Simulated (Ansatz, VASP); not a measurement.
# CuN3: VASP beside Ansatz, part 2 of 2

Wanted: the spread between two codes on one cell, functional and k mesh. The cell is generated by rule, not measured, and may not be a known phase. The cell is taken from a series of runs on this material, whose earlier steps may have relaxed, scaled, displaced or heated it; both programs get it as it stands.

VASP 6.6.1 and Ansatz 0.2.0.

So far: Starting point; VASP: zone-centre phonons, LDA.

The structure was built from a prototype and need not be the compound's stable phase.

## (3) Ansatz: zone-centre phonons, LDA

Level of this step: Ansatz beside VASP: Kohn-Sham DFT, plane waves, LDA (Ansatz).

Ansatz runs on its default PAW (the set named soft_2) files.

The same cell, functional (in two slightly different forms), mesh and smearing now go to Ansatz, which takes its cutoff from its data sets.

The input, input.yaml:

```yaml
crystal:
  lattice:
    - [-1.9490171051, 1.9490171051, 1.9490171051]
    - [1.9490171051, -1.9490171051, 1.9490171051]
    - [1.9490171051, 1.9490171051, -1.9490171051]
  atoms:
    - { symbol: "N", position: [0.0, 0.5, 0.5] }
    - { symbol: "N", position: [0.5, 0.0, 0.5] }
    - { symbol: "N", position: [0.5, 0.5, 0.0] }
    - { symbol: Cu, position: [0.0, 0.0, 0.0] }
kpoints:
  mp_grid: { grid: [16, 16, 16] }
hamiltonian:
  xc: lda
scf:
  occupations: { method: methfessel_paxton, width: 0.2 }
output:
  eigenvalues: true
phonons:
  method: dfpt
```

Launch:

```
> ansatz run input.yaml --threads 8 --pin off --max-ram 14336MiB --backend cpu --events-out ev --progress --plain --runs-dir out
```

Numbers of over 12 decimals in the logs are rounded to 6 here.

The program printed:

```text
zone centre: on kpoints.mp_grid the ground state, and the responses unless they are solved on pairs of k-points, stand on 621 of the mesh's 4096 k-points, reduced under 8 symmetry operations, with k and −k counted as one. Each operation leaves every solved displacement unchanged or reverses it
Engine: ansatz 0.2.0, x86_64-unknown-linux-gnu
Pseudopotentials: kind: paw
Pseudopotential: N, paw, valence charge 5, recommended cutoff 420 eV (normal), N.paw.azcp
Pseudopotential: Cu, paw, valence charge 19, recommended cutoff 420 eV (normal), Cu.paw.azcp
Functional definition: SPW92
  exchange = slater_x
  correlation = pw_c
Crystal: 4 atoms, lattice volume = 29.615 Å³
Basis set: ecut = 420 eV, 603 PW (Γ), exchange–correlation on 48×48×48 points (8 copies of the dense FFT grid, shifted against one another)
Bands: 21, of which v1, the nominal top of the filled ones, is band 17 counted from 1 (16 counted from 0)
Symmetry: 48 space group operations
k-points: 621 of 4096 (irreducible under 8 space group operations)
Non-local potential: N, projectors of the file, l = 0: 2, l = 1: 2, l = 2: 1
Non-local potential: Cu, projectors of the file, l = 0: 3, l = 1: 2, l = 2: 3, l = 3: 1
PAW form: soft (Blöchl's): semilocal exchange-correlation on the pseudo side does not see the compensation charge
PAW frozen core: N, regenerated for the run's functional, and the local potential with it (the file was generated under x = pbe(κ = 0.804, μ = 0.219515), c = pbe(β = 0.066725))
PAW frozen core: Cu, regenerated for the run's functional, and the local potential with it (the file was generated under x = pbe(κ = 0.804, μ = 0.219515), c = pbe(β = 0.066725))
PAW one-centre angular grid: N, 110 points (default); XC on 64 Gauss nodes
PAW one-centre angular grid: Cu, 590 points (default); XC on 64 Gauss nodes
Initial density: superposition of atomic densities (neutral atoms: chi_scale 0, normalization atom), corrected by the library's trained network
Initial wavefunctions: pseudopotential atomic-orbital guess
Functional: x = slater, c = lda
SCF iter   1: F=—  HF=-7669.380858 eV  |F-HF|=—  |Δ(HF+E_count)|=         —  Δρ=2.99e-2  dr2=1.19e-1  ethr=1.77e-3  ⟨swp⟩=4.4  Hψ=47628  notcnv=0
preconditioner: auto → Kerker (q_TF=auto, 2.792 Å⁻¹)  [metal: Δε(μ)=0.018 eV  Ē_g=9.227 eV  σ=0.200 eV  W_gap=0.08  n_scr=12 (ndim 8)  ℏωp=34.8 eV  f_vac=0.000  D(μ)=1.60/eV (n_scr^D=12)]
SCF iter   2: F=—  HF=-7669.353853 eV  |F-HF|=—  |Δ(HF+E_count)|=   2.70e-2  S|Δr|=    0.00e0  Δρ=8.20e-3  dr2=9.99e-3  ethr=3.51e-4  ⟨swp⟩=2.2  Hψ=25051  notcnv=0  defer=2
SCF iter   3: F=—  HF=-7669.351546 eV  |F-HF|=—  |Δ(HF+E_count)|=   2.31e-3  S|Δr|=    0.00e0  Δρ=4.84e-3  dr2=3.41e-3  ethr=2.94e-5  ⟨swp⟩=1.0  Hψ=13039  notcnv=0  defer=2
SCF iter   4: F=—  HF=-7669.350389 eV  |F-HF|=—  |Δ(HF+E_count)|=   1.16e-3  S|Δr|=    0.00e0  Δρ=5.92e-4  dr2=5.95e-5  ethr=1.00e-5  ⟨swp⟩=2.2  Hψ=19926  notcnv=0  defer=2
SCF iter   5: F=—  HF=-7669.350443 eV  |F-HF|=—  |Δ(HF+E_count)|=   5.34e-5  S|Δr|=    0.00e0  Δρ=2.91e-4  dr2=1.65e-5  ethr=1.75e-7  ⟨swp⟩=2.2  Hψ=20591  notcnv=0  defer=2
SCF iter   6: F=—  HF=-7669.350440 eV  |F-HF|=—  |Δ(HF+E_count)|=   2.23e-6  S|Δr|=    0.00e0  Δρ=7.24e-5  dr2=8.49e-7  ethr=4.84e-8  ⟨swp⟩=2.2  Hψ=21414  notcnv=0  defer=2
SCF iter   7: F=—  HF=-7669.350441 eV  |F-HF|=—  |Δ(HF+E_count)|=   4.18e-7  S|Δr|=    0.00e0  Δρ=1.00e-5  dr2=2.26e-8  ethr=2.50e-9  ⟨swp⟩=2.0  Hψ=22723  notcnv=0  defer=2
SCF iter   8: F=—  HF=-7669.350441 eV  |F-HF|=—  |Δ(HF+E_count)|=  2.68e-10  S|Δr|=    0.00e0  Δρ=1.88e-6  dr2=4.34e-10  ethr=6.65e-11  ⟨swp⟩=2.6  Hψ=23960  notcnv=0  defer=2
SCF iter   9: F=-7669.350441 eV  HF=-7669.350441 eV  |F-HF|=9.09e-13  |Δ(HF+E_count)|=  6.37e-11  S|Δr|=    0.00e0  Δρ=2.23e-7  dr2=6.00e-12  ethr=1.00e-12  ⟨swp⟩=4.2  Hψ=64955  notcnv=0
SCF 1 converged in 9 iterations: F = -7669.350441 eV  dr2 = 6.00e-12
  greatest PAW one-centre occupation: 1.000 electrons in one spin orbital (limit 2), on the Cu atom at site 3 (counted from 0), in its partial waves of l = 0
DFPT response loops at Γ: preconditioner auto → Kerker (q_TF=auto, 2.792 Å⁻¹) (partly filled bands, converged f_vac=0.000); β = 1.00, the filter's whole step (`scf.mixing.beta` (0.50) is not read by the response loops under this deck's `scf.mixing.preconditioner`; to damp them name `kerker` or `kerker_dos`, under which they read `scf.mixing.beta`, and type it under 1.00, their step now; both keys bind the ground state too); Broyden in place of MSR1
SCF converged after 9 iterations
Stability not checked: this state was not tested for a lower state beside it, because cold or Methfessel-Paxton smearing, or corrected tetrahedra, fill the levels in a way that the test cannot read (fill_not_monotonic; see scf.lower_state_search)
Free energy (F): -7669.350441 eV
Harris-Foulkes:  -7669.350441 eV  (|F-HF|=9.09e-13)
Internal energy: -7669.352374 eV  (E = F + TS)
E sigma→0 (E₀):  -7669.350924 eV
Entropy (-TS):   0.001933 eV (0.483 meV/atom)
Fermi energy:    13.532853 eV
Step filling:    the computed levels leave a gap of 0.0000 eV = 0.0 smearing widths at the electron count; against every level under it full and every level over it empty, smearing changes F+E_penalty+E_count by +0.678 meV and its σ→0 estimate by +0.194 meV
--- Per-component energies (eV) ---
  E_band       = -361.905468
  E_kinetic    = 671.675867
  E_local      = -4945.697957  (includes V_loc(G=0)·N_el)
  E_nonlocal   = 529.215317
  E_hartree    = 2105.297302
  E_xc         = -265.432884
  E_vxc        = -340.739078  (∫ρ·V_xc dr)
  E_paw        = -1932.138035  (= ΣΔE_a)
  E_vpaw       = -486.954914  (= ΣTr[D̂ρ^β])
  E_aug_tail   = 0.000605  (compensation charges beyond the density's cutoff)
  E_ewald      = -3832.962380
  E_core_change = 0.689792  (= ΣΔE_core)
  E_smearing   = 0.001933  (= −TS)
  E_closure    = -0.000000  (closes the sum)
  Σ components = -7669.350441   (vs F -7669.350441, Δ=0.00e0)
--- Band table (eV; the first three rows and the last of 621) ---
  k-point 0: bands = [... 13 lower, 10.4793, 10.4793, 10.4793, 10.8527, 10.8527, 18.4344, 18.4344, 18.4344]
  k-point 1: bands = [... 13 lower, 9.9060, 10.1071, 10.4674, 11.1187, 11.4823, 18.3097, 18.3200, 18.4380]
  k-point 2: bands = [... 13 lower, 9.7181, 9.7990, 10.4292, 11.4045, 12.3033, 17.9456, 17.9901, 18.4475]
  k-point 620: bands = [... 13 lower, 10.6203, 10.6203, 12.2639, 12.2639, 12.2639, 18.7322, 18.7322, 18.7322]
--- Phonons (Γ-DFPT): 3 representative perturbations + reference, on 621 of 4096 k-points (Σ response iterations 9) ---
  k mesh reduced under 8 symmetry operations, with k and −k counted as one. Each operation leaves every solved displacement unchanged or reverses it
  ASR residual: 7.948e-5 → 0.000e0 eV/Å²; symmetrization residual: 9.647e-7 eV/Å²
  ASR residual per site (eV/Å²): 5.62e-5 5.62e-5 5.62e-5 7.95e-5
  Γ frequencies (cm⁻¹): -1166.60 -1166.60 -1166.60 0.00 0.00 0.00 398.99 398.99 398.99 635.88 635.88 635.88
  non-analytic LO–TO correction: not included (Born effective charges unavailable; polar crystals: no LO–TO splitting at Γ)
```

## (4) Side by side

Known differences besides the potentials themselves: the two LDA forms differ slightly; the data sets hold 34 valence electrons in Ansatz (on its default PAW (the set named soft_2) files) and 26 in VASP; the cutoff is 420 eV in Ansatz and 600 eV in VASP; VASP's log shows a relativistic correction to its local exchange, Ansatz's none. Total energies have different zeros and are not compared.

Compared:

```tsv
quantity	Ansatz	VASP	difference
optical mode 1 to 3 (imaginary, printed as negative) (cm⁻¹)	-1166.6	-1149.0	-17.6
optical mode 4 to 6 (cm⁻¹)	399.0	396.8	+0.55 %
optical mode 7 to 9 (cm⁻¹)	635.9	642.1	-0.97 %
```

Modes are paired by rising frequency, not by their patterns, so a pair may set unlike modes beside each other; they are those without the splitting of longitudinal modes.

## (5) Summary of results

| Property | Result |
| --- | --- |
| r.m.s. difference of the optical zone-centre modes, each program's sorted by frequency (zone-centre phonons, LDA) | 11 cm⁻¹ |
| difference in optical mode 7 to 9 (zone-centre phonons, LDA) | -1.0 % |

In words: The r.m.s. difference of the optical zone-centre modes, each program's sorted by frequency is 11 cm⁻¹ (zone-centre phonons, LDA). The data sets hold unlike numbers of valence electrons (34 in Ansatz and 26 in VASP), so part of the differences comes from the potentials. Among the rows given in per cent, the largest difference of the zone-centre phonons, LDA pair is in optical mode 7 to 9, -1.0 %. How closely two codes agree says nothing of how well the functional describes the real material.

[Lines on the potential files, build, host, timing and source positions are cut from VASP's logs without a mark.]

[Logs are printed without paths, hosts, clocks, repeated set-up lines and the standing remarks that a program may print on its own settings, such as how far it seeks lower states.]

[Hosts, paths, dates, database ids (printed as entryN), source tags and the programs' standing remarks are cut or masked in the printed files.]
